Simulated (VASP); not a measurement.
Data:

```
CELL_PARAMETERS angstrom
      3.91626     0.00000     0.00000
      0.00000     3.91626     0.00000
      0.00000     0.00000     3.91626
ATOMIC_POSITIONS crystal
  Ti 0.00000 0.00000 0.00000
  Pt 0.00000 0.50000 0.50000
  Pt 0.50000 0.00000 0.50000
  Pt 0.50000 0.50000 0.00000
```

Level of theory: r2SCAN+rVV10, VASP's PBE PAW potentials (set 64) (plane waves; VASP). Settings: 520 eV cut-off, 9×9×9 Γ-centred mesh, tetrahedra with Blöchl corrections, potentials Ti_sv Pt.

The cores are frozen, which limits the accuracy of field gradients.

**Question.** Give the principal components of the electric field gradient (V/Å²) and the asymmetry η at each nucleus.

**Answer.** 
```tsv
atom	Vxx	Vyy	Vzz	η
Ti1	0.0	0.0	0.0	-
Pt2	29.8	29.8	-59.6	0.00
Pt3	29.8	29.8	-59.6	0.00
Pt4	29.8	29.8	-59.6	0.00
```

The compound is Pt3Ti in the L1_2 structure. It was relaxed first.
